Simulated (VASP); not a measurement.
An input for Quantum ESPRESSO's pw.x (written as the equivalent of a VASP run, and not itself run):

```
&CONTROL
  calculation = 'scf'
  pseudo_dir = './pseudo'
  outdir = './out'
  tprnfor = .true.
  tstress = .true.
/
&SYSTEM
  ibrav = 0
  nat = 4
  ntyp = 2
  ecutwfc = 58
  occupations = 'tetrahedra'
  input_dft = 'pbe'
/
&ELECTRONS
  conv_thr = 7.3e-09
  electron_maxstep = 100
/
ATOMIC_SPECIES
  Rb 85.468 Rb.upf
  Cl 35.450 Cl.upf
CELL_PARAMETERS angstrom
     4.6234728    0.0000000    0.0000000
    -2.3117364    4.0040451    0.0000000
     0.0000000    0.0000000    8.1256282
ATOMIC_POSITIONS crystal
  Rb   0.0000000  0.0000000  0.0000000
  Rb   0.0000000  0.0000000  0.5000000
  Cl   0.3333330  0.6666670  0.2500000
  Cl   0.6666670  0.3333330  0.7500000
K_POINTS automatic
  6 6 3 0 0 0
```

### Question
Translate this input to VASP (INCAR, KPOINTS, POSCAR, choice of POTCAR).

### Answer
One answer among several that fit: 
### POSCAR
```
RbCl
1.0
  4.6234727861   0.0000000000   0.0000000000
 -2.3117363931   4.0040451480   0.0000000000
  0.0000000000   0.0000000000   8.1256282303
Rb Cl
2 2
Cart
  0.0000000000   0.0000000000   0.0000000000
  0.0000000000   0.0000000000   4.0628141152
 -0.0000023118   2.6693647667   2.0314070576
  2.3117387048   1.3346803813   6.0942211727
```

**INCAR**
```
SYSTEM=RbCl
PREC=Accurate; ENCUT=400; LREAL=.FALSE.
LASPH=.TRUE.
EDIFF=1E-7; NELM=100; ALGO=Normal
LMAXMIX=4
ISMEAR=-5
GGA=PE
ISIF=2
LWAVE=.FALSE.; LCHARG=.TRUE.; LORBIT=11
NEDOS=601
```

File KPOINTS:
```
K-points
0
gamma
 6 6 3
0 0 0
```

POTCAR, in this order: Rb_sv Cl (PBE.64 set). Program: vasp_std.

What does not carry over: the potentials are each code's own (VASP's PAW set, PseudoDojo norm-conserving files in pw.x), so ENCUT and ecutwfc are chosen apart and not converted; conv_thr bounds pw.x's estimated SCF error, while EDIFF bounds the energy change between steps.

The structure was generated: RbCl was put into the NiAs type type (P6_3/mmc), which need not be its known phase. It was relaxed first, which changed the volume by -8 %.
